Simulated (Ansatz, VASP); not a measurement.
# Cross-check of TaN between VASP and Ansatz, part 2 of 2

Wanted: the spread between two codes on one cell, functional and k mesh. The structure shown is the end of the Ansatz relaxation below.

VASP 6.6.1 and Ansatz 0.2.0.

So far. Step 3 (VASP: single point, LDA, pair 1): The run ends at a pressure of -14.01 GPa.

## 7. VASP: single point, LDA, pair 2

Level of this step: LDA; plane waves and PAW (N, Ta_pv) (VASP).

The same cell, functional (in two slightly different forms), mesh and smearing now go to VASP, with its own data sets.

INCAR

```
SYSTEM = TaN
PREC = Accurate
ENCUT = 600
EDIFF = 1E-06
NELM = 120
ISMEAR = 1
SIGMA = 0.2
LREAL = .FALSE.
ALGO = Normal
GGA = PW92
NBANDS = 14
LASPH = .TRUE.
LORBIT = 11
LWAVE = .FALSE.
LCHARG = .FALSE.
ISIF = 2
GGA_COMPAT = .FALSE.
KPAR = 2
```

POSCAR

```
TaN
1.0
    3.0227687600      0.0000000000      0.0000000000
   -1.5113843800      2.6177945359      0.0000000000
    0.0000000000      0.0000000000      2.8131398592
N Ta
1 1
Direct
    0.6666666667      0.3333333333      0.0000000000
    0.0000000000      1.0000000000      0.5000000000
```

KPOINTS

```
Automatic mesh
0
Gamma
18 18 16
0 0 0
```

The projector-augmented-wave data sets are N and Ta_pv (LDA family, release 64).

Command:

```bash
> mpirun -np 2 vasp_std
```

Numbers of over 12 decimals in the logs are rounded to 6 here.

Output:

```text
[banner, memory and clock lines left out]
running    2 mpi-ranks, on    1 nodes
[...]
[... a notice as in an earlier step ...]

 LDA part: xc-table for (Slater(with rela. corr.)+PW92), standard interpolation
 POSCAR, INCAR and KPOINTS ok, starting setup
[...]
entering main loop
       N       E                     dE             d eps       ncg     rms          rms(c)
DAV:   1     0.989220534332E+02    0.98922E+02   -0.97710E+03  9340   0.132E+03
DAV:   2    -0.237198017209E+02   -0.12264E+03   -0.11639E+03 11418   0.328E+02
DAV:   3    -0.271347129290E+02   -0.34149E+01   -0.33952E+01 10728   0.513E+01
DAV:   4    -0.271513852799E+02   -0.16672E-01   -0.16669E-01 11100   0.397E+00
[...]
DAV:  10    -0.245713607015E+02    0.22721E-03   -0.61131E-04 12438   0.289E-01    0.100E-01
DAV:  11    -0.245713386197E+02    0.22082E-04   -0.41429E-05 10350   0.606E-02    0.167E-02
DAV:  12    -0.245713387485E+02   -0.12876E-06   -0.21495E-06 12042   0.129E-02
   1 F= -.24571339E+02 E0= -.24571764E+02  d E =0.127498E-02
```

OUTCAR, selected parts (step 7):

```text
  Total       -3.9230423     -3.9230423      0.1846707      0.0000000     -0.0000000      0.0000000
  in kB     -282.3590850   -282.3590850     13.2915867      0.0000000     -0.0000000      0.0000000
  external PRESSURE =    -183.8088611 kB  Pullay stress =       0.0000000 kB

 POSITION                                       TOTAL-FORCE (eV/Angst)
 -----------------------------------------------------------------------------------
      1.51138      0.87260      0.00000         0.000000     -0.000000      0.000000
      0.00000      0.00000      1.40657        -0.000000      0.000000      0.000000
 -----------------------------------------------------------------------------------
    total drift:                               -0.000000      0.000000      0.000000

  FREE ENERGIE OF THE ION-ELECTRON SYSTEM (eV)
  ---------------------------------------------------
  free  energy   TOTEN  =       -24.5713387485 eV

  energy  without entropy=      -24.5726137268  energy(sigma->0) =      -24.57176374

[... 1 part as in an earlier step ...]

[... 2 further parts left out ...]
[key lines of the parts left out:]
E-fermi :   7.7222
```

The run ends at a pressure of -18.38 GPa.

## 8. Differences

What differs besides the data sets and the points named for the pairs above, as far as they apply: the data sets hold 18 valence electrons in Ansatz (on its PAW soft_1 files) and 16 in VASP. Total energies have different zeros and are not compared.

The two programs side by side:

```
      quantity  Ansatz    VASP  difference
pressure (GPa)  -19.60  -18.38       -1.22
```

## 9. Ansatz: relaxation, LDA

This run makes the geometry at which the two programs are then compared. The cell compared in this pair holds 21.26 Å³, against 22.26 Å³ for the pair before.

The structure compared here is the end of the Ansatz relaxation.

input.yaml

```yaml
crystal:
  lattice:
    - [2.8961363971, 0.0, 0.0]
    - [-1.4480681985, 2.5081276927, 0.0]
    - [0.0, 0.0, 2.9372455349]
  atoms:
    - { symbol: "N", position: [0.6666666669, 0.3333333331, 0.0] }
    - { symbol: Ta, position: [-2.0e-10, 2.0e-10, 0.5] }
kpoints:
  mp_grid: { grid: [18, 18, 16] }
hamiltonian:
  xc: lda
  pseudopotentials: { kind: paw, azcp: { folder: soft_1 }, xc_functional: pbe }
scf:
  occupations: { method: methfessel_paxton, width: 0.2 }
output:
  forces: true
  stress: true
  eigenvalues: true
relax:
  adjacent_minimum: "off"
  f_tol: 0.001
  max_steps: 60
  cell: { stress_tol: 0.01, fix: [c, angles] }
```

Command:

```bash
> ansatz run input.yaml --threads 4 --pin off --max-ram 10240MiB --backend cpu --events-out ev --progress --plain --runs-dir out
```

Output:

```text
[...]
k-point 818: bands = [... 5 lower, 12.6896, 13.8024, 14.5327, 19.6313, 24.2981, 25.7007, 25.8963, 27.2476]
--- Relaxed structure (4 steps of the walk, 3 accepted, 2 SCFs on fresh bases) ---
[...]
cell:  # Å, volume = 21.2645 Å³
    - [2.891295, -2.8819262198840843e-11, 0]
    - [-1.445648, 2.503935, 0]
    - [0, 0, 2.9372455349]
  atoms:
    - { symbol: N, position: [0.666667, 0.333333, 0] }
    - { symbol: Ta, position: [-2.2374742619029283e-9, 2.237474227653506e-9, 0.500000] }
[key lines of the parts left out:]
SCF converged after 4 iterations
Free energy (F): -10059.986950 eV
Fermi energy:    19.979800 eV
P = ⅓ Tr σ = -7.7428 GPa (-77.428 kbar)
```

## 10. VASP: single point, LDA, pair 3

The same cell, functional (in two slightly different forms), mesh and smearing now go to VASP, with its own data sets.

INCAR is that of step 7.

POSCAR

```
TaN
1.0
    2.8912953022      0.0000000000      0.0000000000
   -1.4456476511      2.5039351815      0.0000000000
    0.0000000000      0.0000000000      2.9372455349
N Ta
1 1
Direct
    0.6666666689      0.3333333311      0.0000000000
    0.0000000022      0.9999999978      0.5000000000
```

KPOINTS is that of step 7.

Command:

```bash
> mpirun -np 2 vasp_std
```

Output:

```text
[... set-up lines as in an earlier step ...]
 entering main loop
       N       E                     dE             d eps       ncg     rms          rms(c)
DAV:   1     0.101606863649E+03    0.10161E+03   -0.98203E+03  9324   0.133E+03
DAV:   2    -0.237953356111E+02   -0.12540E+03   -0.11859E+03 11394   0.334E+02
DAV:   3    -0.272256372829E+02   -0.34303E+01   -0.34092E+01 10692   0.520E+01
DAV:   4    -0.272420787046E+02   -0.16441E-01   -0.16438E-01 11142   0.393E+00
[...]
DAV:  10    -0.246815248212E+02    0.22091E-03   -0.70837E-04 12144   0.306E-01    0.863E-02
DAV:  11    -0.246815068583E+02    0.17963E-04   -0.33345E-05 10350   0.598E-02    0.138E-02
DAV:  12    -0.246815068806E+02   -0.22302E-07   -0.19661E-06 11954   0.140E-02
   1 F= -.24681507E+02 E0= -.24681606E+02  d E =0.296287E-03
```

Parts of OUTCAR (step 10):

```text
  Total        0.1863800      0.1863800     -2.8838698      0.0000000      0.0000000      0.0000000
  in kB       14.0428142     14.0428142   -217.2853473      0.0000000      0.0000000      0.0000000
  external PRESSURE =     -63.0665729 kB  Pullay stress =       0.0000000 kB

 POSITION                                       TOTAL-FORCE (eV/Angst)
 -----------------------------------------------------------------------------------
      1.44565      0.83465      0.00000         0.000000     -0.000000      0.000000
     -1.44565      2.50394      1.46862        -0.000000      0.000000      0.000000
 -----------------------------------------------------------------------------------
    total drift:                               -0.000008      0.000005      0.000000

  FREE ENERGIE OF THE ION-ELECTRON SYSTEM (eV)
  ---------------------------------------------------
  free  energy   TOTEN  =       -24.6815068806 eV

  energy  without entropy=      -24.6818031675  energy(sigma->0) =      -24.68160564

[... 1 part as in an earlier step ...]

[... 2 further parts left out ...]
[key lines of the parts left out:]
E-fermi :   8.1734
```

The run ends at a pressure of -6.31 GPa.

## 11. Comparison

What differs besides the data sets and the points named for the pairs above, as far as they apply: the data sets hold 18 valence electrons in Ansatz (on its PAW soft_1 files) and 16 in VASP. Total energies have different zeros and are not compared.

Both answers:

```
      quantity  Ansatz   VASP  difference
pressure (GPa)   -7.74  -6.31       -1.44
```

## 12. Results

```yaml
difference_in_pressure_single_point_lda_pair_1: -1.3 GPa
difference_in_pressure_single_point_lda_pair_2: -1.2 GPa
difference_in_pressure_single_point_lda_pair_3: -1.4 GPa
```

**Reading.** The difference in pressure is -1.4 GPa (single point, LDA, pair 3), beyond the 1 GPa picked in this series as the mark of a large difference. The data sets hold unlike numbers of valence electrons (18 in Ansatz and 16 in VASP), so part of the differences comes from the potentials. Single point, LDA, pair 1, VASP with the data sets N and Ta_sv_GW: the difference in pressure goes from -1.3 to -0.70 GPa. What causes the difference of the single point, LDA, pair 2 pair stays open here. What causes the difference of the single point, LDA, pair 3 pair stays open here. 5 further runs of this series are not shown here. Such differences can come from data sets, numerical settings and the points named under the comparisons, not from the functional's error against experiment.

[Lines on the potential files, build, host, timing and source positions are cut from VASP's logs without a mark.]

[Logs are printed without paths, hosts, clocks, repeated set-up lines and the standing remarks that a program may print on its own settings, such as how far it seeks lower states.]

[Hosts, paths, dates, database ids (printed as entryN), source tags and the programs' standing remarks are cut or masked in the printed files.]
